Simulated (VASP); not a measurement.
Level of theory: LDA (Ceperley-Alder, Perdew-Zunger), VASP's LDA PAW potentials (set 64) (plane waves; VASP 6.6.1).

A VASP calculation is set up with these files.

KPOINTS:
```
Automatic mesh
0
Gamma
4 4 4
0 0 0
```

### INCAR
```
ALGO  =  Normal
EDIFF  =  1E-6
EDIFFG  =  -0.01
ENCUT  =  400
IBRION  =  2
ISIF  =  3
ISMEAR  =  1
LASPH  =  .TRUE.
LCHARG  =  .FALSE.
LMAXMIX  =  4
LREAL  =  .FALSE.
LWAVE  =  .FALSE.
NELM  =  100
NSW  =  50
PREC  =  Accurate
SIGMA  =  0.136
SYSTEM  =  AlV2C
```

File POSCAR:
```
AlV2C
1
    2.8876000000     0.0000000000     0.0000000000
   -1.4438000000     2.5007350000     0.0000000000
    0.0000000000     0.0000000000    13.1048200000
Al V C
2 4 2
Direct
  0.3294090000   0.6604680000   0.2516930000
  0.6703250000   0.3329110000   0.7503590000
  0.3375040000   0.6713450000   0.5876040000
  0.6676060000   0.3382970000   0.4134320000
  0.6615350000   0.3299050000   0.0852360000
  0.3338730000   0.6659520000   0.9129680000
  0.0006890000  -0.0044750000  -0.0017080000
 -0.0009430000   0.0055980000   0.5004150000
```

POTCAR, in this order: Al V_sv C (LDA.64 set). Program: vasp_std.

Output of the run:

### OUTCAR
```
 ion  position               nearest neighbor table
   1  0.329  0.660  0.252-   4 2.69   4 2.69   4 2.71   5 2.74   5 2.75   5 2.75
   2  0.670  0.333  0.750-   3 2.70   6 2.70   6 2.71   3 2.71   6 2.71   3 2.71
   3  0.338  0.671  0.588-   8 2.01   8 2.02   8 2.03   2 2.70   2 2.71   2 2.71   4 2.82   4 2.83
                             4 2.83
   4  0.668  0.338  0.413-   8 2.01   8 2.02   8 2.02   1 2.69   1 2.69   1 2.71   3 2.82   3 2.83
                             3 2.83
   5  0.662  0.330  0.085-   7 2.01   7 2.02   7 2.03   1 2.74   1 2.75   1 2.75   6 2.80   6 2.80
                             6 2.81
   6  0.334  0.666  0.913-   7 2.00   7 2.01   7 2.02   2 2.70   2 2.71   2 2.71   5 2.80   5 2.80
                             5 2.81
   7  0.001  0.996  0.998-   6 2.00   5 2.01   6 2.01   6 2.02   5 2.02   5 2.03
   8  0.999  0.006  0.500-   3 2.01   4 2.01   3 2.02   4 2.02   4 2.02   3 2.03
  LATTYP: Found a hexagonal cell.
 ALAT       =     2.8876000000
 C/A-ratio  =     4.5383086300
 Subroutine PRICEL returns:
 Original cell was already a primitive cell.
 Subroutine GETGRP returns: Found  1 space group operations
The static configuration has the point symmetry C_1 .
The dynamic configuration has the point symmetry C_1 .
 Subroutine INISYM returns: Found  1 space group operations
 Subroutine IBZKPT returns following result:
 Found     36 irreducible k-points:

...
```

OSZICAR:
```
...
DAV:   6    -0.732030832418E+02    0.16683E-05   -0.23420E-05  3625   0.572E-02    0.110E-02
DAV:   7    -0.732030826719E+02    0.56988E-06   -0.32326E-06  2393   0.185E-02
   6 F= -.73203083E+02 E0= -.73201472E+02  d E =-.117821E-01
       N       E                     dE             d eps       ncg     rms          rms(c)
DAV:   1    -0.732030859065E+02   -0.26647E-05   -0.40197E-01  3372   0.866E+00    0.244E-01
DAV:   2    -0.732057461217E+02   -0.26602E-02   -0.38471E-02  3552   0.186E+00    0.408E-01
DAV:   3    -0.732046740050E+02    0.10721E-02   -0.10888E-02  3777   0.120E+00    0.134E-01
DAV:   4    -0.732045089151E+02    0.16509E-03   -0.16816E-03  3773   0.438E-01    0.957E-02
DAV:   5    -0.732044386541E+02    0.70261E-04   -0.45158E-04  3775   0.249E-01    0.336E-02
DAV:   6    -0.732044403715E+02   -0.17175E-05   -0.25513E-04  3758   0.172E-01    0.335E-02
DAV:   7    -0.732044271935E+02    0.13178E-04   -0.87276E-05  3758   0.106E-01    0.958E-03
DAV:   8    -0.732044272712E+02   -0.77687E-07   -0.98999E-06  3435   0.354E-02
   7 F= -.73204427E+02 E0= -.73202864E+02  d E =-.134460E-02
       N       E                     dE             d eps       ncg     rms          rms(c)
DAV:   1    -0.732042106135E+02    0.21658E-03   -0.12073E-01  3380   0.475E+00    0.133E-01
DAV:   2    -0.732050020731E+02   -0.79146E-03   -0.11473E-02  3544   0.102E+00    0.220E-01
DAV:   3    -0.732046948272E+02    0.30725E-03   -0.31224E-03  3756   0.683E-01    0.730E-02
DAV:   4    -0.732046467338E+02    0.48093E-04   -0.49868E-04  3803   0.243E-01    0.533E-02
DAV:   5    -0.732046262682E+02    0.20466E-04   -0.14801E-04  3769   0.144E-01    0.206E-02
DAV:   6    -0.732046252971E+02    0.97110E-06   -0.87768E-05  3783   0.104E-01    0.180E-02
DAV:   7    -0.732046217153E+02    0.35818E-05   -0.25178E-05  3810   0.580E-02    0.502E-03
DAV:   8    -0.732046217765E+02   -0.61191E-07   -0.27785E-06  2504   0.217E-02
   8 F= -.73204622E+02 E0= -.73203091E+02  d E =-.153910E-02
       N       E                     dE             d eps       ncg     rms          rms(c)
DAV:   1    -0.732046713268E+02   -0.49611E-04   -0.19511E-01  3084   0.578E+00    0.194E-01
DAV:   2    -0.732055191983E+02   -0.84787E-03   -0.16484E-02  3472   0.118E+00    0.224E-01
DAV:   3    -0.732053333564E+02    0.18584E-03   -0.49189E-03  3801   0.731E-01    0.104E-01
DAV:   4    -0.732051910646E+02    0.14229E-03   -0.15398E-03  3775   0.373E-01    0.684E-02
DAV:   5    -0.732051756891E+02    0.15376E-04   -0.37261E-04  3633   0.221E-01    0.479E-02
DAV:   6    -0.732051515720E+02    0.24117E-04   -0.18370E-04  3728   0.152E-01    0.173E-02
DAV:   7    -0.732051512957E+02    0.27621E-06   -0.13551E-05  3489   0.390E-02    0.118E-02
DAV:   8    -0.732051517125E+02   -0.41672E-06   -0.91306E-06  3009   0.350E-02
   9 F= -.73205152E+02 E0= -.73203675E+02  d E =-.529936E-03
       N       E                     dE             d eps       ncg     rms          rms(c)
DAV:   1    -0.732050999935E+02    0.51302E-04   -0.65204E-02  3084   0.334E+00    0.112E-01
DAV:   2    -0.732053783799E+02   -0.27839E-03   -0.54632E-03  3472   0.681E-01    0.129E-01
DAV:   3    -0.732053198328E+02    0.58547E-04   -0.15845E-03  3785   0.435E-01    0.598E-02
DAV:   4    -0.732052729263E+02    0.46907E-04   -0.51974E-04  3790   0.224E-01    0.399E-02
DAV:   5    -0.732052661050E+02    0.68214E-05   -0.11726E-04  3633   0.125E-01    0.256E-02
DAV:   6    -0.732052595328E+02    0.65721E-05   -0.55125E-05  3719   0.852E-02    0.103E-02
DAV:   7    -0.732052593295E+02    0.20330E-06   -0.42256E-06  2576   0.227E-02
  10 F= -.73205259E+02 E0= -.73203818E+02  d E =-.637553E-03
       N       E                     dE             d eps       ncg     rms          rms(c)
DAV:   1    -0.732050775209E+02    0.18201E-03   -0.18003E-01  3220   0.566E+00    0.193E-01
DAV:   2    -0.732059059364E+02   -0.82842E-03   -0.14071E-02  3292   0.109E+00    0.191E-01
DAV:   3    -0.732058043136E+02    0.10162E-03   -0.39953E-03  3785   0.697E-01    0.111E-01
DAV:   4    -0.732056323896E+02    0.17192E-03   -0.15201E-03  3742   0.381E-01    0.545E-02
DAV:   5    -0.732056069483E+02    0.25441E-04   -0.24351E-04  3617   0.170E-01    0.261E-02
DAV:   6    -0.732056042621E+02    0.26862E-05   -0.10942E-04  3768   0.119E-01    0.189E-02
DAV:   7    -0.732056011275E+02    0.31345E-05   -0.16771E-05  3074   0.452E-02    0.695E-03
DAV:   8    -0.732056014537E+02   -0.32611E-06   -0.41467E-06  2700   0.244E-02
  11 F= -.73205601E+02 E0= -.73204102E+02  d E =-.342124E-03
       N       E                     dE             d eps       ncg     rms          rms(c)
DAV:   1    -0.732054340828E+02    0.16704E-03   -0.79026E-02  3220   0.375E+00    0.127E-01
DAV:   2    -0.732057790183E+02   -0.34494E-03   -0.60133E-03  3234   0.702E-01    0.119E-01
DAV:   3    -0.732057528832E+02    0.26135E-04   -0.16045E-03  3785   0.455E-01    0.749E-02
DAV:   4    -0.732056762645E+02    0.76619E-04   -0.70963E-04  3730   0.262E-01    0.370E-02
DAV:   5    -0.732056648745E+02    0.11390E-04   -0.11997E-04  3673   0.120E-01    0.191E-02
DAV:   6    -0.732056627354E+02    0.21391E-05   -0.52342E-05  3776   0.842E-02    0.122E-02
DAV:   7    -0.732056614895E+02    0.12459E-05   -0.73548E-06  2811   0.304E-02    0.495E-03
DAV:   8    -0.732056615440E+02   -0.54491E-07   -0.16449E-06  2298   0.168E-02
  12 F= -.73205662E+02 E0= -.73204127E+02  d E =-.402214E-03
       N       E                     dE             d eps       ncg     rms          rms(c)
DAV:   1    -0.732061392886E+02   -0.47780E-03   -0.17389E-01  3220   0.548E+00    0.367E-01
DAV:   2    -0.732060618496E+02    0.77439E-04   -0.21896E-02  3188   0.121E+00    0.158E-01
DAV:   3    -0.732062506187E+02   -0.18877E-03   -0.67532E-03  3817   0.865E-01    0.208E-01
DAV:   4    -0.732057845324E+02    0.46609E-03   -0.36374E-03  3757   0.583E-01    0.768E-02
DAV:   5    -0.732057442802E+02    0.40252E-04   -0.31628E-04  3530   0.192E-01    0.262E-02
DAV:   6    -0.732057492220E+02   -0.49418E-05   -0.18783E-04  3792   0.153E-01    0.317E-02
DAV:   7    -0.732057390482E+02    0.10174E-04   -0.55206E-05  3759   0.818E-02    0.776E-03
DAV:   8    -0.732057389481E+02    0.10004E-06   -0.28769E-06  2367   0.177E-02
  13 F= -.73205739E+02 E0= -.73204176E+02  d E =-.774042E-04
       N       E                     dE             d eps       ncg     rms          rms(c)
DAV:   1    -0.732058095522E+02   -0.70504E-04   -0.19635E-02  3220   0.185E+00    0.125E-01
DAV:   2    -0.732058035171E+02    0.60351E-05   -0.25141E-03  3264   0.411E-01    0.576E-02
DAV:   3    -0.732058362141E+02   -0.32697E-04   -0.96371E-04  3792   0.331E-01    0.788E-02
DAV:   4    -0.732057663688E+02    0.69845E-04   -0.49023E-04  3759   0.225E-01    0.250E-02
DAV:   5    -0.732057628432E+02    0.35257E-05   -0.35629E-05  3435   0.644E-02    0.101E-02
DAV:   6    -0.732057628342E+02    0.89276E-08   -0.20889E-05  3784   0.516E-02    0.949E-03
DAV:   7    -0.732057619122E+02    0.92202E-06   -0.48990E-06  2844   0.246E-02
  14 F= -.73205762E+02 E0= -.73204208E+02  d E =-.100368E-03
       N       E                     dE             d eps       ncg     rms          rms(c)
DAV:   1    -0.732058438944E+02   -0.81060E-04   -0.13022E-02  3156   0.147E+00    0.648E-02
DAV:   2    -0.732058478129E+02   -0.39185E-05   -0.86091E-04  3158   0.268E-01    0.445E-02
DAV:   3    -0.732058478514E+02   -0.38484E-07   -0.21612E-04  3680   0.149E-01    0.444E-02
DAV:   4    -0.732058175297E+02    0.30322E-04   -0.14506E-04  3634   0.112E-01    0.128E-02
DAV:   5    -0.732058162834E+02    0.12462E-05   -0.20979E-05  3564   0.449E-02    0.773E-03
DAV:   6    -0.732058166088E+02   -0.32531E-06   -0.11728E-05  3145   0.420E-02    0.841E-03
DAV:   7    -0.732058157923E+02    0.81643E-06   -0.48220E-06  2886   0.262E-02
  15 F= -.73205816E+02 E0= -.73204294E+02  d E =-.538801E-04
```

**OUTCAR**
```
------------------------ aborting loop because EDIFF is reached ----------------------------------------
  FORCE on cell =-STRESS in cart. coord.  units (eV):
  Direction    XX          YY          ZZ          XY          YZ          ZX
  --------------------------------------------------------------------------------------
  Total       -0.0165188     -0.0137530     -0.0520626     -0.0018179      0.0006265      0.0003635
  in kB       -0.2938114     -0.2446178     -0.9260094     -0.0323347      0.0111428      0.0064654
  external PRESSURE =      -0.4881462 kB  Pullay stress =       0.0000000 kB
  volume of cell :       90.08
      direct lattice vectors                 reciprocal lattice vectors
     2.838585651  0.000151574 -0.000016453     0.352277258  0.203394839  0.000004217
    -1.419161437  2.457969449 -0.000014917    -0.000021724  0.406827339  0.000004161
    -0.000078327 -0.000132037 12.910080355     0.000000449  0.000000729  0.077458852
 POSITION                                       TOTAL-FORCE (eV/Angst)
 -----------------------------------------------------------------------------------
     -0.00144      1.63791      3.22703         0.004307      0.001041      0.003557
      1.42020      0.82099      9.68334        -0.001740     -0.005153     -0.007615
     -0.00024      1.64191      7.57799        -0.000479     -0.006335     -0.000696
      1.41848      0.82215      5.33143         0.002366     -0.003891      0.004425
      1.41987      0.81594      1.12315        -0.001107      0.006413      0.000950
      0.00096      1.63540     11.78738        -0.002323      0.006599     -0.003199
      1.42021      2.45456      0.00016        -0.001508      0.007062      0.000632
     -0.00061      0.00316      6.45466         0.000484     -0.005737      0.001947
 -----------------------------------------------------------------------------------
    total drift:                                0.000020      0.000483      0.000336
  FREE ENERGIE OF THE ION-ELECTRON SYSTEM (eV)
  ---------------------------------------------------
  free  energy   TOTEN  =       -73.2058157923 eV

  energy  without entropy=      -73.2012505112  energy(sigma->0) =      -73.20429403

 reached required accuracy - stopping structural energy minimisation
```
(Selected blocks of OUTCAR.)

CONTCAR:
```
AlV2C
   1.00000000000000
     2.8385856512828780    0.0001515735763248   -0.0000164527955829
    -1.4191614374358081    2.4579694485230377   -0.0000149167953014
    -0.0000783266641225   -0.0001320365535080   12.9100803552380032
  Al              V               C
     2     4     2
Direct
     0.3326476910714414    0.6663605198431551    0.2499631842627600
     0.6673304374693367    0.3340091622395737    0.7500617282528617
     0.3339020233028296    0.6680052377084128    0.5869833102175234
     0.6669416798641197    0.3344639584908859    0.4129679030058075
     0.6661500020598455    0.3319221509828278    0.0869995007598076
     0.3330179468380225    0.6653735459264910    0.9130380754345533
     0.9995519977123656    0.9985521570123318    0.0000146909880088
     0.0004562216820368    0.0013142677963187    0.4999706070786803
```

At this cut-off the stress carries a Pulay error, which pulls relaxed volumes low.  Energy and stress use the plane-wave basis of the starting cell.

The structure comes from a computed database's AlV2C entry; how it stands against other phases isn't given here. In the starting cell atoms are displaced from their ideal sites. This run relaxes it. The k-mesh is coarse (spacing up to 0.64 per Å, 2π included), so the numbers may not be converged in it. The run is one of a series of settings (EDIFFG = -0.01, GGA removed, IBRION = 2, ISIF = 3, ISMEAR = 1, NSW = 50, SIGMA = 0.136, KPOINTS 4×4×4 Γ-centred mesh, POTCAR Al V_sv C (LDA.64 set) against the base run), some of them coarse on purpose. The run is not spin-polarised, so no magnetic state was tried.
